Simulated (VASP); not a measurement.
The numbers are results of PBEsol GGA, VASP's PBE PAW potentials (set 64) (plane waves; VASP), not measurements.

The input files of a VASP run:

KPOINTS:
```
Automatic mesh
0
Gamma
5 5 5
0 0 0
```

### INCAR
```
ALGO = Normal
EDIFF = 1E-6
ENCUT = 300
GGA = PS
ISIF = 2
ISMEAR = -1
LASPH = .TRUE.
LCHARG = .FALSE.
LMAXMIX = 6
LREAL = .FALSE.
LWAVE = .FALSE.
NELM = 100
PREC = Accurate
SIGMA = 0.05
SYSTEM = RbAu5
```

POSCAR:
```
RbAu5
1
    5.7620000000     0.0000000000     0.0000000000
   -2.8810000000     4.9900380000     0.0000000000
    0.0000000000     0.0000000000     4.4420000000
Rb Au
1 5
Direct
  0.0063590000   0.0055880000   0.0129570000
  0.3348300000   0.6675070000  -0.0132310000
  0.6671640000   0.3324340000   0.0062880000
  0.4935480000  -0.0050610000   0.5029890000
  0.4953600000   0.4948900000   0.4928620000
  0.0027390000   0.5046430000   0.4981360000
```

POTCAR, in this order: Rb_sv Au (PBE.64 set). Program: vasp_std.

Output of the run:

File OUTCAR:
```
 ion  position               nearest neighbor table
   1  0.006  0.006  0.013-   3 3.30   2 3.31   3 3.32   2 3.33   2 3.35   3 3.36   5 3.53   4 3.58
                             6 3.59   6 3.60   4 3.63   5 3.63   5 3.64   4 3.65   6 3.67   6 3.68
   2  0.335  0.668  0.987-   4 2.70   6 2.73   5 2.75   5 2.80   6 2.81   4 2.82   1 3.31   3 3.32
                             1 3.33   3 3.33   3 3.33   1 3.35
   3  0.667  0.332  0.006-   5 2.73   6 2.75   4 2.78   4 2.80   6 2.81   5 2.83   1 3.30   2 3.32
                             1 3.32   2 3.33   2 3.33   1 3.36
   4  0.494  0.995  0.503-   2 2.70   3 2.78   3 2.80   2 2.82   6 2.83   5 2.88   5 2.89   6 2.94
                             1 3.58   1 3.63   1 3.65   1 3.70
   5  0.495  0.495  0.493-   3 2.73   2 2.75   2 2.80   3 2.83   6 2.87   4 2.88   4 2.89   6 2.90
                             1 3.53   1 3.63   1 3.64   1 3.74
   6  0.003  0.505  0.498-   2 2.73   3 2.75   3 2.81   2 2.81   4 2.83   5 2.87   5 2.90   4 2.94
                             1 3.59   1 3.60   1 3.67   1 3.68
  LATTYP: Found a hexagonal cell.
 ALAT       =     5.7620000000
 C/A-ratio  =     0.7709128775
 Subroutine PRICEL returns:
 Original cell was already a primitive cell.
 Subroutine GETGRP returns: Found  1 space group operations
The static configuration has the point symmetry C_1 .
The dynamic configuration has the point symmetry C_1 .
 Subroutine INISYM returns: Found  1 space group operations
 Subroutine IBZKPT returns following result:
 Found     63 irreducible k-points:

 Following reciprocal coordinates:
            Coordinates               Weight
  0.000000  0.000000  0.000000      1.000000
  0.200000  0.000000  0.000000      2.000000
  0.000000  0.200000  0.000000      2.000000
 -0.200000  0.200000  0.000000      2.000000
  0.400000 -0.000000  0.000000      2.000000
  0.000000  0.400000  0.000000      2.000000
 -0.400000  0.400000  0.000000      2.000000
  0.200000  0.200000  0.000000      2.000000
 -0.200000  0.400000  0.000000      2.000000
 -0.400000  0.200000  0.000000      2.000000
  0.400000  0.200000  0.000000      2.000000
 -0.200000 -0.400000  0.000000      2.000000
  0.400000  0.400000  0.000000      2.000000
...
```

**OSZICAR**
```
       N       E                     dE             d eps       ncg     rms          rms(c)
DAV:   1     0.294579049856E+03    0.29458E+03   -0.23452E+04  4788   0.103E+03
DAV:   2    -0.123698575194E+02   -0.30695E+03   -0.28906E+03  5366   0.258E+02
DAV:   3    -0.233838614602E+02   -0.11014E+02   -0.10831E+02  5828   0.464E+01
DAV:   4    -0.236556707675E+02   -0.27181E+00   -0.27153E+00  6724   0.670E+00
DAV:   5    -0.236595339918E+02   -0.38632E-02   -0.38629E-02  5808   0.737E-01    0.181E+01
DAV:   6    -0.216205518043E+02    0.20390E+01   -0.68912E+00  5310   0.156E+01    0.113E+01
DAV:   7    -0.215604717747E+02    0.60080E-01   -0.31847E-01  5520   0.348E+00    0.603E+00
DAV:   8    -0.215376932621E+02    0.22779E-01   -0.38238E-02  5218   0.196E+00    0.655E-01
DAV:   9    -0.215364635788E+02    0.12297E-02   -0.51965E-03  5432   0.840E-01    0.958E-02
DAV:  10    -0.215365197144E+02   -0.56136E-04   -0.61069E-04  5542   0.151E-01    0.478E-02
DAV:  11    -0.215365341677E+02   -0.14453E-04   -0.12324E-04  5660   0.111E-01    0.226E-02
DAV:  12    -0.215365362216E+02   -0.20539E-05   -0.17413E-05  5276   0.475E-02    0.536E-03
DAV:  13    -0.215365365751E+02   -0.35350E-06   -0.36751E-06  4582   0.134E-02
   1 F= -.21536537E+02 E0= -.21529452E+02  d E =-.141682E-01
```

**OUTCAR**
```
------------------------ aborting loop because EDIFF is reached ----------------------------------------
  FORCE on cell =-STRESS in cart. coord.  units (eV):
  Direction    XX          YY          ZZ          XY          YZ          ZX
  --------------------------------------------------------------------------------------
  Total       -0.5359618     -0.4497153     -0.0482908      0.0315114     -0.0305856      0.0229462
  in kB       -6.7233974     -5.6414744     -0.6057864      0.3952968     -0.3836828      0.2878497
  external PRESSURE =      -4.3235528 kB  Pullay stress =       0.0000000 kB
  volume of cell :      127.72
      direct lattice vectors                 reciprocal lattice vectors
     5.762000000  0.000000000  0.000000000     0.173550850  0.100199638  0.000000000
    -2.881000000  4.990038000  0.000000000     0.000000000  0.200399276  0.000000000
     0.000000000  0.000000000  4.442000000     0.000000000  0.000000000  0.225123818
 POSITION                                       TOTAL-FORCE (eV/Angst)
 -----------------------------------------------------------------------------------
      0.02054      0.02788      0.05755        -0.102502     -0.116173     -0.065293
      0.00620      3.33089      4.38323         0.039132     -0.052114      0.611405
      2.88646      1.65886      0.02793         0.041636     -0.001475     -0.412456
     -0.02260      4.96478      2.23428         0.104498      0.328349     -0.221854
      1.42849      2.46952      2.18929         0.113970      0.052615      0.131280
     -1.43809      2.51819      2.21272        -0.196735     -0.211202     -0.043082
 -----------------------------------------------------------------------------------
    total drift:                               -0.000038     -0.000044     -0.000341
  FREE ENERGIE OF THE ION-ELECTRON SYSTEM (eV)
  ---------------------------------------------------
  free  energy   TOTEN  =       -21.5365365751 eV

  energy  without entropy=      -21.5223683468  energy(sigma->0) =      -21.52945246
```
(Selected blocks of OUTCAR.)

OUTCAR:
```
 val. band max:        6.4462468078   @ k =  -0.4000   0.0000   0.4000

 cond. band min:       6.4704432289   @ k =   0.0000  -0.4000   0.4000


 Fermi energy:         6.4623441786

 k-point     1 :       0.0000    0.0000    0.0000
  band No.  band energies     occupation
      1     -20.2305      2.00000
      2      -4.5879      2.00000
      3      -4.5856      2.00000
      4      -4.3781      2.00000
      5      -2.7008      2.00000
      6      -0.3166      2.00000
      7       0.3305      2.00000
      8       0.3378      2.00000
      9       0.5854      2.00000
     10       0.5941      2.00000
     11       0.5951      2.00000
     12       0.8468      2.00000
     13       0.8510      2.00000
     14       1.2202      2.00000
     15       1.2838      2.00000
     16       1.7681      2.00000
     17       1.7794      2.00000
     18       2.5399      2.00000
     19       2.5568      2.00000
     20       2.5960      2.00000
     21       2.6132      2.00000
     22       2.9522      2.00000
     23       2.9942      2.00000
     24       3.0710      2.00000
     25       3.0767      2.00000
     26       3.5698      2.00000
     27       3.5785      2.00000
     28       4.3869      2.00000
     29       4.7615      2.00000
     30       4.7707      2.00000
     31       5.1104      2.00000
     32       7.1981      0.00000
     33       7.2330      0.00000
     34       7.4240      0.00000
     35       8.3790      0.00000
     36       8.3974      0.00000
     37       9.7783      0.00000
     38      12.7982      0.00000

 k-point     2 :       0.2000    0.0000    0.0000
  band No.  band energies     occupation
      1     -20.2297      2.00000
      2      -4.6677      2.00000
      3      -4.5877      2.00000
      4      -4.3853      2.00000
      5      -2.3906      2.00000
      6      -0.1005      2.00000
      7       0.3208      2.00000
      8       0.4249      2.00000
      9       0.4669      2.00000
     10       0.6312      2.00000
...
```

At this cut-off the stress carries a Pulay error, which pulls relaxed volumes low. Unless said otherwise, spin-orbit coupling is left out, though it shifts the bands of the heavy elements here.

The structure comes from a measured RbAu5 entry (P6/mmm) of the Crystallography Open Database, whose conditions weren't checked. The cell was not relaxed at this level, atoms are displaced from their ideal sites.
